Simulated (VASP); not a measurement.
All values below come from rev-vdW-DF2, VASP's PBE PAW potentials (set 64) (plane waves; VASP).

Input for VASP

### KPOINTS
```
Automatic mesh
0
Gamma
8 8 8
0 0 0
```

### POSCAR
```
CuI
5.9043230
  0.0000000000   0.5000000245   0.5000000245
  0.5000000245   0.0000000000   0.5000000245
  0.5000000245   0.5000000245   0.0000000000
Cu I
1 1
Direct
  1.0000000000   0.0000000000   0.0000000000
  0.2500000000   0.2500000000   0.2500000000
```

### INCAR
```
# general
SYSTEM  =CuI
PREC    =Accurate
ENCUT   =520
LREAL   =.FALSE.   # projection in real space or not
LASPH   =.TRUE.

# electronic loop
EDIFF   =1E-7
NELM    =100   # most electronic steps
ALGO    =Normal   # blocked Davidson
LMAXMIX =4   # l cut-off of mixed one-centre charges

# smearing
ISMEAR  =0
SIGMA   =0.05   # width (eV)

# functional
GGA     =MK
LUSE_VDW=.TRUE.
AGGAC   =0.0
PARAM1  =0.1234568
PARAM2  =0.7114
ZAB_VDW =-1.8867

# ions
ISIF    =2

# output
LWAVE   =.FALSE.
LCHARG  =.FALSE.
```

POTCAR, in this order: Cu I (PBE.64 set). Program: vasp_std.

Output

**OSZICAR**
```
       N       E                     dE             d eps       ncg     rms          rms(c)
DAV:   1     0.112605527749E+03    0.11261E+03   -0.81997E+03   762   0.152E+03
DAV:   2     0.647392396193E+01   -0.10613E+03   -0.99745E+02   759   0.275E+02
DAV:   3    -0.127078758822E+01   -0.77447E+01   -0.76319E+01  1038   0.839E+01
DAV:   4    -0.151530182952E+01   -0.24451E+00   -0.24435E+00   899   0.133E+01
DAV:   5    -0.152393162290E+01   -0.86298E-02   -0.86295E-02  1100   0.259E+00    0.575E+00
DAV:   6    -0.143001880568E+01    0.93913E-01   -0.39696E+00   787   0.602E+01    0.374E+00
DAV:   7    -0.126531831490E+01    0.16470E+00   -0.89768E-01   839   0.355E+01    0.183E+00
DAV:   8    -0.126555324395E+01   -0.23493E-03   -0.49908E-02  1131   0.394E+00    0.500E-01
DAV:   9    -0.126196325405E+01    0.35900E-02   -0.16017E-02   891   0.418E+00    0.145E-01
DAV:  10    -0.126206442093E+01   -0.10117E-03   -0.73371E-04   879   0.238E-01    0.818E-02
DAV:  11    -0.126206153483E+01    0.28861E-05   -0.31415E-04   984   0.600E-01    0.297E-02
DAV:  12    -0.126205940478E+01    0.21300E-05   -0.35089E-05  1165   0.130E-01    0.218E-02
DAV:  13    -0.126205882182E+01    0.58296E-06   -0.14960E-06  1166   0.173E-02    0.126E-02
DAV:  14    -0.126205793052E+01    0.89131E-06   -0.31615E-06  1065   0.625E-02    0.232E-03
DAV:  15    -0.126205813494E+01   -0.20442E-06   -0.64740E-07  1011   0.640E-03    0.179E-03
DAV:  16    -0.126205812984E+01    0.50934E-08   -0.10294E-08   437   0.271E-03
   1 F= -.12620581E+01 E0= -.12620581E+01  d E =-.747482E-12
```

### OUTCAR
```
------------------------ aborting loop because EDIFF is reached ----------------------------------------
  FORCE on cell =-STRESS in cart. coord.  units (eV):
  Direction    XX          YY          ZZ          XY          YZ          ZX
  --------------------------------------------------------------------------------------
  Total        0.9995916      0.9995916      0.9995916      0.0000000     -0.0000000     -0.0000000
  in kB       31.1230941     31.1230941     31.1230941      0.0000000     -0.0000000     -0.0000000
  external PRESSURE =      31.1230941 kB  Pullay stress =       0.0000000 kB
  volume of cell :       51.46
      direct lattice vectors                 reciprocal lattice vectors
     0.000000000  2.952161644  2.952161644    -0.169367420  0.169367420  0.169367420
     2.952161644  0.000000000  2.952161644     0.169367420 -0.169367420  0.169367420
     2.952161644  2.952161644  0.000000000     0.169367420  0.169367420 -0.169367420
  FREE ENERGIE OF THE ION-ELECTRON SYSTEM (eV)
  ---------------------------------------------------
  free  energy   TOTEN  =        -1.2620581298 eV

  energy  without entropy=       -1.2620581298  energy(sigma->0) =       -1.26205813
```
(Selected blocks of OUTCAR.)

The compound is CuI in the zinc blende structure. This cell is one point of a volume scan, at 0.94 of the reference volume.
